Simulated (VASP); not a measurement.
A convergence study with VASP on In (bct): a few settings are varied, all else stays as given below, so the limit is that of these other settings. The cell's lengths are 1 % over those of the tabulated start, so it is off equilibrium.

```yaml
crystal:
  lattice:
    - [-1.64125, 1.64125, 2.49975]
    - [1.64125, -1.64125, 2.49975]
    - [1.64125, 1.64125, -2.49975]
  atoms:
    - { symbol: In, position: [0.00000, 0.00000, 0.00000] }
```

Method: PBE GGA, VASP's PBE PAW potentials (set 64) (plane waves; VASP). The last row used: 900 eV cut-off, 13×13×13 Γ-centred mesh, first-order Methfessel-Paxton smearing of 0.10 eV, potentials In.

Energies of different potentials or hybrids have different zeros.

| setting | E (eV/atom) | pressure (GPa) | plane waves |
|---|---|---|---|
| ENCUT = 300, POTCAR In_d | -2.5603 | 0.29 | 340 |
| ENCUT = 400, POTCAR In_d | -2.5603 | … | 508 |
| ENCUT = 520, POTCAR In_d | -2.5603 | … | 742 |
| ENCUT = 700, POTCAR In_d | -2.5603 | 0.81 | 1147 |
| ENCUT = 900, POTCAR In_d | -2.5602 | 0.83 | 1669 |
| ENCUT = 300, POTCAR In | -2.5591 | 0.89 | 340 |
| ENCUT = 400, POTCAR In | -2.5592 | 0.89 | 508 |
| ENCUT = 520, POTCAR In | -2.5592 | 0.89 | 742 |
| ENCUT = 700, POTCAR In | -2.5593 | 0.89 | 1147 |
| ENCUT = 900, POTCAR In | -2.5593 | 0.89 | 1669 |

Some entries are withheld; supply them.

- ENCUT = 400, POTCAR In_d, pressure (GPa): 0.72
- ENCUT = 520, POTCAR In_d, pressure (GPa): 0.75

Left out are rungs that failed or repeat a setting and relaxations that didn't move; long series are thinned to 24 rows.

The compound is In in the bct structure. The cell was not relaxed at this level.
